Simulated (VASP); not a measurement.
An input for Quantum ESPRESSO's pw.x (written as the equivalent of a VASP run, and not itself run):

```
&CONTROL
  calculation = 'scf'
  pseudo_dir = './pseudo'
  outdir = './out'
  tprnfor = .true.
  tstress = .true.
/
&SYSTEM
  ibrav = 0
  nat = 1
  ntyp = 1
  ecutwfc = 68
  occupations = 'tetrahedra'
  input_dft = 'vdw-df2-b86r'
/
&ELECTRONS
  conv_thr = 7.3e-09
  electron_maxstep = 100
/
ATOMIC_SPECIES
  Sr 87.620 Sr.upf
CELL_PARAMETERS angstrom
    -0.0000000    2.9631197    2.9631197
     2.9631197    0.0000000    2.9631197
     2.9631197    2.9631197    0.0000000
ATOMIC_POSITIONS crystal
  Sr   1.0000000  0.0000000  1.0000000
K_POINTS automatic
  9 9 9 0 0 0
```

Question: Translate this input to VASP (INCAR, KPOINTS, POSCAR, choice of POTCAR).

Answer: Several could match; the one computed here: 
INCAR:
```
SYSTEM = Sr
PREC = Accurate; ENCUT = 520; LREAL = F
LASPH = T
EDIFF = 1E-7; NELM = 100; ALGO = Normal
LMAXMIX = 4
ISMEAR = -5
GGA = MK; LUSE_VDW = T; AGGAC = 0.0
PARAM1 = 0.1234568; PARAM2 = 0.7114; ZAB_VDW = -1.8867
ISIF = 2
LWAVE = F; LCHARG = T; LORBIT = 11
NEDOS = 601
```

File KPOINTS:
```
Automatic mesh
0
Gamma
 9 9 9
```

File POSCAR:
```
Sr
1
   -0.0000000000     2.9631197424     2.9631197424
    2.9631197424     0.0000000000     2.9631197424
    2.9631197424     2.9631197424     0.0000000000
Sr
1
Direct
  1.0000000000   0.0000000000   1.0000000000
```

POTCAR, in this order: Sr_sv (PBE.64 set). Program: vasp_std.

The two are equivalent in intent, not identical: the potentials are each code's own (VASP's PAW set, PseudoDojo norm-conserving files in pw.x), so ENCUT and ecutwfc are chosen apart and not converted; conv_thr bounds pw.x's estimated SCF error, while EDIFF bounds the energy change between steps.

The compound is Sr in the fcc structure. It was relaxed first, which changed the volume by -7 %.
